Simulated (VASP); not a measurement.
# LiBiS3 (Pm-3m) in VASP: further runs

The runs below take LiBiS3 through relaxation of cell and atoms, with PBE.

Everything below comes from runs of VASP 6.6.1. Logs are shortened: lines on timing, memory, paths and dates and some standing lists are left out, and cuts for length are marked.

**1. Starting point**

It takes space group Pm-3m (No. 221, cubic). The conventional cell has a = 4.561 Å, b = 4.561 Å, c = 4.561 Å, α = 90.00°, β = 90.00°, γ = 90.00°. Around Li (site symmetry m-3m) lie 6 S at 2.28 Å. Bi (site symmetry m-3m) is surrounded by 12 S at 3.23 Å. S (site symmetry 4/mmm) has 2 Li at 2.28 Å as nearest neighbours.

The cell was built by a generator and needn't be a form met in nature.

**2. Relaxation of cell and atoms, PBE**

File INCAR:

```
SYSTEM = LiBiS3
  PREC = Accurate
  ENCUT = 900
  EDIFF = 1E-6
  ISMEAR = -1
  SIGMA = 0.05
  LREAL = .False.
  LASPH = .True.
  NELM = 60
  ALGO = Normal
  ISIF = 3
  LWAVE = .False.
  LCHARG = .False.
  GGA = PE
  IBRION = 2
  NSW = 40
  EDIFFG = -0.01
```

File KPOINTS:

```
regular mesh
0
Gamma
  5 5 5
  0 0 0
```

File POSCAR:

```
LiBiS3
1.0
    4.5614400000      0.0000000000      0.0000000000
    0.0000000000      4.5614400000      0.0000000000
    0.0000000000      0.0000000000      4.5614400000
Li Bi S
1 1 3
Direct
    0.5000000000      0.5000000000      0.5000000000
    0.0000000000      0.0000000000      0.0000000000
    0.5000000000      0.5000000000      0.0000000000
    0.0000000000      0.5000000000      0.5000000000
    0.5000000000      0.0000000000      0.5000000000
```

Potentials or basis: VASP PAW PBE potentials, release 64 (Li_GW, Bi_d_GW, S_GW).

Started as:

```
$ cat potpaw_PBE.64/Li_GW/POTCAR potpaw_PBE.64/Bi_d_GW/POTCAR potpaw_PBE.64/S_GW/POTCAR > POTCAR
$ mpirun -np 1 vasp_std > vasp.out
```

OUTCAR:

```text
SYSTEM = LiBiS3
   PREC = Accurate
   ENCUT = 900
   EDIFF = 1E-6
   ISMEAR = -1
   LREAL = .False.
   LASPH = .True.
   NELM = 60
   ISIF = 3
   GGA = PE
   IBRION = 2
   NSW = 40
   EDIFFG = -0.01

 ion  position               nearest neighbor table
   1  0.500  0.500  0.500-   3 2.28   4 2.28   5 2.28   3 2.28   5 2.28   4 2.28
   2  0.000  0.000  0.000-
   3  0.500  0.500  0.000-   1 2.28   1 2.28
   4  0.000  0.500  0.500-   1 2.28   1 2.28
   5  0.500  0.000  0.500-   1 2.28   1 2.28

  LATTYP: Found a simple cubic cell.
 ALAT       =     4.5614400000

  Lattice vectors:

 A1 = (   4.5614400000,   0.0000000000,   0.0000000000)
 A2 = (   0.0000000000,   4.5614400000,   0.0000000000)
 A3 = (   0.0000000000,   0.0000000000,   4.5614400000)

Analysis of symmetry for initial positions (statically):
=====================================================================
 Subroutine PRICEL returns:
 Original cell was already a primitive cell.

 Routine SETGRP: Setting up the symmetry group for a
 simple cubic supercell.

 Subroutine GETGRP returns: Found 48 space group operations
 (whereof 48 operations were pure point group operations)
 out of a pool of 48 trial point group operations.

The static configuration has the point symmetry O_h .

Analysis of symmetry for dynamics (positions and initial velocities):
=====================================================================
 Subroutine PRICEL returns:
 Original cell was already a primitive cell.

 Routine SETGRP: Setting up the symmetry group for a
 simple cubic supercell.

 Subroutine GETGRP returns: Found 48 space group operations
 (whereof 48 operations were pure point group operations)
 out of a pool of 48 trial point group operations.

The dynamic configuration has the point symmetry O_h .

 Subroutine INISYM returns: Found 48 space group operations
 (whereof 48 operations are pure point group operations),
 and found     1 'primitive' translations

----------------------------------------------------------------------------------------

                                     Primitive cell

  volume of cell :      94.9087

  direct lattice vectors                    reciprocal lattice vectors
     4.561440000  0.000000000  0.000000000     0.219229015  0.000000000  0.000000000
     0.000000000  4.561440000  0.000000000     0.000000000  0.219229015  0.000000000
     0.000000000  0.000000000  4.561440000     0.000000000  0.000000000  0.219229015

  length of vectors
     4.561440000  4.561440000  4.561440000     0.219229015  0.219229015  0.219229015

  position of ions in fractional coordinates (direct lattice)
     0.500000000  0.500000000  0.500000000
     0.000000000  0.000000000  0.000000000
     0.500000000  0.500000000  0.000000000
     0.000000000  0.500000000  0.500000000
     0.500000000  0.000000000  0.500000000

  ion indices of the primitive-cell ions
   primitive index   ion index
                 1           1
                 2           2
                 3           3
                 4           4
                 5           5

----------------------------------------------------------------------------------------

 KPOINTS: regular mesh

Automatic generation of k-mesh.
 Grid dimensions read from file:
 generate k-points for:    5    5    5

 Generating k-lattice:

  Cartesian coordinates                     Fractional coordinates (reciprocal lattice)
     0.043845803  0.000000000  0.000000000     0.200000000  0.000000000  0.000000000
     0.000000000  0.043845803  0.000000000     0.000000000  0.200000000  0.000000000
     0.000000000  0.000000000  0.043845803     0.000000000  0.000000000  0.200000000

  Length of vectors
     0.043845803  0.043845803  0.043845803

  Shift w.r.t. Gamma in fractional coordinates (k-lattice)
     0.000000000  0.000000000  0.000000000

 Subroutine IBZKPT returns following result:
 ===========================================

 Found     10 irreducible k-points:

 Following reciprocal coordinates:
            Coordinates               Weight
  0.000000  0.000000  0.000000      1.000000
  0.200000  0.000000  0.000000      6.000000
  0.400000  0.000000  0.000000      6.000000
  0.200000  0.200000  0.000000     12.000000
  0.400000  0.200000  0.000000     24.000000
  0.400000  0.400000  0.000000     12.000000
  0.200000  0.200000  0.200000      8.000000
  0.400000  0.200000  0.200000     24.000000
  0.400000  0.400000  0.200000     24.000000
  0.400000  0.400000  0.400000      8.000000
   k-points           NKPTS =     10   k-points in BZ     NKDIM =     10   number of bands    NBANDS=     22
   number of dos      NEDOS =    301   number of ions     NIONS =      5
   total plane-waves  NPLWV = 110592
   dimension x,y,z NGX =    48 NGY =   48 NGZ =   48
   dimension x,y,z NGXF=    96 NGYF=   96 NGZF=   96
   ions per type =               1   1   3
   NGX,Y,Z   is equivalent  to a cutoff of  17.49, 17.49, 17.49 a.u.
   NGXF,Y,Z  is equivalent  to a cutoff of  34.99, 34.99, 34.99 a.u.
 SYSTEM =  LiBiS3
   PREC   = accura    normal or accurate (medium, high low for compatibility)
   ISTART =      0    job   : 0-new  1-cont  2-samecut
   ICHARG =      2    charge: 1-file 2-atom 10-const
   ISPIN  =      1    spin polarized calculation?
   LNONCOLLINEAR =      F non collinear calculations
   LSORBIT =      F    spin-orbit coupling
   LASPH  =      T    aspherical Exc in radial PAW
   ENCUT  =  900.0 eV  66.15 Ry    8.13 a.u.  11.16 11.16 11.16*2*pi/ulx,y,z
   NELM   =     60;   NELMIN=  2; NELMDL= -5     # of ELM steps
   EDIFF  = 0.1E-05   stopping-criterion for ELM
   LREAL  =      F    real-space projection
   EDIFFG = -.1E-01   stopping-criterion for IOM
   NSW    =     40    number of steps for IOM
   IBRION =      2    ionic relax: 0-MD 1-quasi-New 2-CG
   NFREE  =      1    steps in history (QN), initial steepest desc. (CG)
   ISIF   =      3    stress and relaxation
   ISYM   =      2    0-nonsym 1-usesym 2-fastsym
   POTIM  = 0.5000    time-step for ionic-motion
   TEBEG  =    0.0;   TEEND  =   0.0 temperature during run
   PSTRESS=    0.0 pullay stress
   NELECT =      36.0000    total number of electrons
   NUPDOWN=      -1.0000    fix difference up-down
   EMIN   =  10.00;   EMAX   =-10.00  energy-range for DOS
   EFERMI =   0.00;   METHOD = LEGACY
   ISMEAR =    -1;   SIGMA  =   0.05  broadening in eV -4-tet -1-fermi 0-gaus
   EFERMI_NEDOS =   21; number of points for ismear=-14 and -15
   IALGO  =     38    algorithm
   IMIX   =      4    mixing-type and parameters
     AMIX     =   0.40;   BMIX     =  1.00
     AMIX_MAG =   1.60;   BMIX_MAG =  1.00
  volume/ion in A,a.u.               =      18.98       128.10
  Fermi-wavevector in a.u.,A,eV,Ry     =   1.185060  2.239439 19.107578  1.404367
  Thomas-Fermi vector in A             =   2.321262
   LORBIT       =      0    0 simple, 1 ext, 2 COOP (PROOUT), +10 PAW based schemes
   GGA     = PE    functional components
   LHFCALC =     F    Hartree Fock is set to
   AEXX    =    0.0000 exact exchange contribution
   IVDW    =     0    specifies the selected vdW correction
   LEPSILON=     F    determine dielectric tensor
   LRPA    =     F    only Hartree local field effects (RPA)
 conjugate gradient relaxation of ions
 non-spin polarized calculation
  energy-cutoff  :      900.00
  volume of cell :       94.91
 maximum number of plane-waves:      5836
 NGX is ok and might be reduce to    48
   NGX = 23   NGY = 23   NGZ = 23

 number of electron      36.0000000 magnetization

 Free energy of the ion-electron system (eV)
  ---------------------------------------------------
  ext. energy  EPLUGINS =         0.00000000
  ---------------------------------------------------
  free energy    TOTEN  =       -17.51305818 eV

  energy without entropy =      -17.48495596  energy(sigma->0) =      -17.49900707

 E-fermi :   3.9266     XC(G=0): -10.2201

 val. band max:        3.8921056135   @ k =   0.4000   0.4000   0.4000
 cond. band min:       4.0333647910   @ k =   0.4000   0.4000   0.0000
 fundamental gap:      0.1412591775
 Fermi energy:         3.9266323531

 k-point     1 :       0.0000    0.0000    0.0000
  band No.  band energies     occupation
      1    -150.1640      2.00000
      2     -19.5231      2.00000
      3     -19.5231      2.00000
      4     -19.5106      2.00000
      5     -19.5106      2.00000
      6     -19.5106      2.00000
[... 14 lines left out ...]
     21       7.5917      0.00000
     22       7.5917      0.00000

 k-point     2 :       0.2000    0.0000    0.0000
  band No.  band energies     occupation
      1    -150.1640      2.00000
      2     -19.5228      2.00000
      3     -19.5204      2.00000
      4     -19.5115      2.00000
      5     -19.5115      2.00000
      6     -19.5106      2.00000
[... 14 lines left out ...]
     21       7.0336      0.00000
     22       7.0336      0.00000

 k-point     3 :       0.4000    0.0000    0.0000
  band No.  band energies     occupation
      1    -150.1640      2.00000
      2     -19.5223      2.00000
      3     -19.5161      2.00000
      4     -19.5130      2.00000
      5     -19.5130      2.00000
      6     -19.5105      2.00000
[... 14 lines left out ...]
     21       6.2471      0.00000
     22       6.2471      0.00000
[... 126 lines left out ...]
 k-point     9 :       0.4000    0.4000    0.2000
  band No.  band energies     occupation
      1    -150.1640      2.00000
      2     -19.5166      2.00000
      3     -19.5161      2.00000
      4     -19.5142      2.00000
      5     -19.5142      2.00000
      6     -19.5120      2.00000
[... 14 lines left out ...]
     21       6.6936      0.00000
     22       7.0586      0.00000

 k-point    10 :       0.4000    0.4000    0.4000
  band No.  band energies     occupation
      1    -150.1640      2.00000
      2     -19.5164      2.00000
      3     -19.5164      2.00000
      4     -19.5164      2.00000
      5     -19.5118      2.00000
      6     -19.5118      2.00000
[... 14 lines left out ...]
     21       7.5316      0.00000
     22       7.5316      0.00000

------------------------ aborting loop because EDIFF is reached ----------------------------------------

  FORCE on cell =-STRESS in cart. coord.  units (eV):
  Direction    XX          YY          ZZ          XY          YZ          ZX
  --------------------------------------------------------------------------------------
  -------------------------------------------------------------------------------------
  Total        0.0432609      0.0432609      0.0432609      0.0000000      0.0000000      0.0000000
  in kB        0.7302977      0.7302977      0.7302977      0.0000000      0.0000000      0.0000000
  external PRESSURE =       0.7302977 kB  Pullay stress =       0.0000000 kB

 VOLUME and BASIS-vectors are now :
 -----------------------------------------------------------------------------
  energy-cutoff  :      900.00
  volume of cell :       94.91
      direct lattice vectors                 reciprocal lattice vectors
     4.561440000  0.000000000  0.000000000     0.219229015  0.000000000  0.000000000
     0.000000000  4.561440000  0.000000000     0.000000000  0.219229015  0.000000000
     0.000000000  0.000000000  4.561440000     0.000000000  0.000000000  0.219229015

 POSITION                                       TOTAL-FORCE (eV/Angst)
 -----------------------------------------------------------------------------------
      2.28072      2.28072      2.28072         0.000000      0.000000      0.000000
      0.00000      0.00000      0.00000         0.000000      0.000000      0.000000
      2.28072      2.28072      0.00000         0.000000      0.000000      0.000000
      0.00000      2.28072      2.28072         0.000000      0.000000      0.000000
      2.28072      0.00000      2.28072         0.000000      0.000000      0.000000
 -----------------------------------------------------------------------------------
    total drift:                               -0.000000     -0.000000      0.000000

  FREE ENERGIE OF THE ION-ELECTRON SYSTEM (eV)
  ---------------------------------------------------
  free  energy   TOTEN  =       -17.5130581788 eV

  energy  without entropy=      -17.4849559624  energy(sigma->0) =      -17.49900707

 reached required accuracy - stopping structural energy minimisation
```

Run time: 48 s. Hardware: 1 thread of AMD EPYC 9R45 (Zen 5), shared host; peak memory 0.34 GiB.

Results:

| Item | Value |
| --- | --- |
| Free energy | -17.5131 eV |
| Pressure after relaxing | 0.1 GPa |
| Band gap on the k mesh | none (metal or under the smearing width) |

Final structure:
```xyz
5
Lattice="4.5614 0.0000 0.0000 0.0000 4.5614 0.0000 0.0000 0.0000 4.5614" Properties=species:S:1:pos:R:3 pbc="T T T"
Li    2.2807    2.2807    2.2807
Bi    0.0000    0.0000    0.0000
S     2.2807    2.2807    0.0000
S     0.0000    2.2807    2.2807
S     2.2807    0.0000    2.2807
```

Levels at points of the mesh, in eV from the Fermi level:
```
           k point  band 15  band 16  band 17  band 18  band 19  band 20  band 21  band 22
(0.00, 0.00, 0.00)    -0.92    -0.92    -0.43    -0.43    -0.43     3.67     3.67     3.67
```

Caveat: the relaxation stopped at its first step, so nothing moved; spin-orbit coupling is left out, which moves the levels of the heavy elements.

**3. Relaxation of cell and atoms, PBE**

INCAR is that of step 2.

KPOINTS is that of step 2.

POSCAR is that of step 2.

Potentials or basis: VASP PAW PBE potentials, release 64 (Li_sv, Bi_d, S_h).

Started as:

```
$ cat potpaw_PBE.64/Li_sv/POTCAR potpaw_PBE.64/Bi_d/POTCAR potpaw_PBE.64/S_h/POTCAR > POTCAR
$ mpirun -np 1 vasp_std > vasp.out
```

Run time: 39 s. Hardware: 1 thread of AMD EPYC 9R45 (Zen 5), shared host; peak memory 0.3 GiB.

It converged, with:

| Item | Value |
| --- | --- |
| Free energy | -17.5466 eV |
| Pressure after relaxing | -0.1 GPa |
| Band gap on the k mesh | none (metal or under the smearing width) |

Final structure:
```
Li Bi S
1.0
     4.56144    0.00000    0.00000
     0.00000    4.56144    0.00000
     0.00000    0.00000    4.56144
Li Bi S
1 1 3
Direct
  0.50000 0.50000 0.50000
  0.00000 0.00000 0.00000
  0.50000 0.50000 0.00000
  0.00000 0.50000 0.50000
  0.50000 0.00000 0.50000
```

Levels at points of the mesh, in eV from the Fermi level:
```csv
k point,band 15,band 16,band 17,band 18,band 19,band 20,band 21,band 22
"(0.00, 0.00, 0.00)",-0.92,-0.92,-0.43,-0.43,-0.43,3.67,3.67,3.67
```

Caveat: the relaxation stopped at its first step, so nothing moved; spin-orbit coupling is left out, which moves the levels of the heavy elements.

**4. Relaxation of cell and atoms, PBE**

INCAR is that of step 3.

KPOINTS is that of step 3.

POSCAR is that of step 3.

Potentials or basis: VASP PAW PBE potentials, release 54 (Li_sv, Bi_d, S).

Started as:

```
$ cat potpaw_PBE.54/Li_sv/POTCAR potpaw_PBE.54/Bi_d/POTCAR potpaw_PBE.54/S/POTCAR > POTCAR
$ mpirun -np 1 vasp_std > vasp.out
```

Wall time 36 s (1 thread of AMD EPYC 9R45 (Zen 5), shared host); peak memory 0.29 GiB.

It converged, with:

```yaml
Free_energy: -17.5476 eV
Pressure_after_relaxing: -0.1 GPa
Band_gap_on_the_k_mesh: none (metal or under the smearing width)
```

Final structure:
```xyz
5
Lattice="4.5614 0.0000 0.0000 0.0000 4.5614 0.0000 0.0000 0.0000 4.5614" Properties=species:S:1:pos:R:3 pbc="T T T"
Li    2.2807    2.2807    2.2807
Bi    0.0000    0.0000    0.0000
S     2.2807    2.2807    0.0000
S     0.0000    2.2807    2.2807
S     2.2807    0.0000    2.2807
```

Levels at points of the mesh, in eV from the Fermi level:
```tsv
k point	band 15	band 16	band 17	band 18	band 19	band 20	band 21	band 22
(0.00, 0.00, 0.00)	-0.92	-0.92	-0.43	-0.43	-0.43	3.67	3.67	3.67
```

Caveat: the relaxation stopped at its first step, so nothing moved; spin-orbit coupling is left out, which moves the levels of the heavy elements.

**5. Summary**

| potentials or basis | gap on the mesh (eV) | pressure (GPa) |
| --- | --- | --- |
| VASP PAW PBE potentials, release 64 (Li_GW, Bi_d_GW, S_GW) | none | 0.1 |
| VASP PAW PBE potentials, release 64 (Li_sv, Bi_d, S_h) | none | -0.1 |
| VASP PAW PBE potentials, release 54 (Li_sv, Bi_d, S) | none | -0.1 |

Alike in all rows: task relaxation of cell and atoms; level PBE; no spin polarisation; cell relaxed; k mesh 5 × 5 × 5; cutoff (eV) 900; smearing fermi-dirac 0.05 eV.

Caveats: the relaxation stopped at its first step, so nothing moved; spin-orbit coupling is left out, which moves the levels of the heavy elements.

Absolute energies hang on the potentials; compare differences alone.
